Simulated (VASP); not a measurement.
Wanted: the native input for a VASP 6.6.1 run.

| Property | Result |
| --- | --- |
| Task | relaxation of cell and atoms |
| Functional | PBEsol |
| Potentials or basis | VASP PAW PBE potentials, release 64 (Ce, Zn, Ni) |
| Cutoff | 600 eV |
| k mesh | 5 × 5 × 5 |
| Occupations | fermi-dirac, width 0.05 eV |
| Spin | collinear spin, ferromagnetic start |
| Starting moments | [1.0, 0.0, 0.0, 1.0] μB |
| Hubbard terms | Ce f U = 3 eV, Ni d U = 3 eV |
| Further INCAR settings | ALGO = Normal; EDIFF = 1e-07; IBRION = 2; EDIFFG = -0.02; NSW = 60; ISIF = 3 |

The structure of CeZn2Ni lies in POSCAR:

```
CeZn2Ni
1.0
    3.8643900000      0.0000000000      0.0000000000
    0.0000000000      3.8643900000      0.0000000000
    0.0000000000      0.0000000000      4.9192680000
Ce Zn Ni
1 2 1
Direct
    0.0000000000      0.0000000000      0.0000000000
    0.0000000000      0.5000000000      0.5000000000
    0.5000000000      0.0000000000      0.5000000000
    0.5000000000      0.5000000000      0.0000000000
```

The cell comes from a database or a generator and needn't be the stable form of this composition.

These files were run (other wordings do the same):

INCAR

```
PREC = Accurate
ENCUT = 600
EDIFF = 1E-7
ISMEAR = -1
SIGMA = 0.05
LREAL = F
LASPH = T
NELM = 150
ALGO = Normal
ISIF = 3
LWAVE = F
LCHARG = F
ISPIN = 2
MAGMOM = 1 0 0 1
LORBIT = 11
LMAXMIX = 6
LDAU = T
LDAUTYPE = 2
LDAUL = 3 -1 2
LDAUU = 3 0 3
LDAUJ = 0 0 0
LDAUPRINT = 1
GGA = PS
IBRION = 2
NSW = 60
EDIFFG = -0.02
```

KPOINTS

```
Automatic mesh
0
Gamma
  5 5 5
```

Potentials or basis: VASP PAW PBE potentials, release 64 (Ce, Zn, Ni).

The run is started by

```sh
$ cat potpaw_PBE.64/Ce/POTCAR potpaw_PBE.64/Zn/POTCAR potpaw_PBE.64/Ni/POTCAR > POTCAR
$ mpirun -np 1 vasp_std > vasp.out
```

It gave:

```json
{
  "Relaxed volume": "17.34 Å³/atom",
  "Relaxed cell": "a = 3.796 Å, b = 3.796 Å, c = 4.813 Å, α = 90.00°, β = 90.00°, γ = 90.00°",
  "Space group after relaxing (to 0.05 Å)": "P4/mmm (No. 123)",
  "Energy gained by relaxing": "15.5 meV/atom",
  "Ionic steps": "7",
  "Pressure after relaxing": "0.0 GPa",
  "Band gap on the k mesh": "none (metal or under the smearing width)",
  "Net moment": "0.01 μB per cell",
  "Valence electrons inside the program's atomic spheres": "Ce 9.70; Zn 10.79; Ni 9.37"
}
```

Caveat: the magnetic or orbital state may not be the lowest; the PAW data sets were made with another functional, which shifts forces and pressure a little; spin-orbit coupling is left out, which moves the levels of the heavy elements.

Wall time 5.7 min on 1 thread of Intel(R) Xeon(R) 6975P-C (Granite Rapids) (shared host), peak memory 0.3 GiB.
